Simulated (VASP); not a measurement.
A 63-atom supercell of CdTe (zinc blende) holds In on the Cd site with a neighbouring Te vacancy in charge state -1. It is relaxed twice, with the total moment held at 0 and at 2 μB. Calculation: PBE GGA, VASP's PBE PAW potentials (set 64) (plane waves; VASP 6.6.1). Numerical set-up: PREC = Normal, LREAL = Auto, ISYM = 0, NELECT = 562.0, EDIFF = 1E-5, 400 eV cut-off, 1×1×1 Γ-centred mesh, Gaussian smearing of 0.050 eV, potentials Cd Te In.

The cell is charged, with a uniform compensating background. The supercell is sampled at Γ alone, which is coarse: total energies, pressure and levels can be off, energies of defects by several tenths of an eV.

Task: Which spin state lies lower, and by how much?

Result: The state with 0 μB lies lower, by 0.84 eV.

The cell is a supercell with a defect, built from CdTe (zinc blende).
